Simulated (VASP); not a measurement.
Re (hcp): the lattice constant c from VASP (plane waves, PAW) at several levels of theory. Static lattice. The measured value holds thermal and zero-point effects that the static calculation lacks.

```tsv
level	lattice constant c (Å)	error against measurement
LDA	4.433	-0.6 %
PBE	4.490	+0.7 %
RPBE	4.506	+1.1 %
AM05	4.442	-0.4 %
PBE-D4	4.463	+0.1 %
optB88-vdW	4.497	+0.9 %
SCAN	4.434	-0.5 %
r2SCAN	4.471	+0.3 %
```

Measured: 4.458 Å at 293 K (as given by Wikipedia, Rhenium (infobox)).

The cell of the LDA run:

```
Re
1.0
    1.36930    -2.37170     0.00000
    1.36930     2.37170     0.00000
    0.00000     0.00000     4.43288
Re
2
Direct
  0.33333   0.66667   0.25000
  0.66667   0.33333   0.75000
```

Only levels that ran to the end are used. Left out are those held back, those with too coarse a band path, GW runs whose mesh misses a band edge, hybrids' fits of cells that aren't cubic and levels without matching references; a question may draw on a part of the rest.

The compound is Re in the hcp structure.
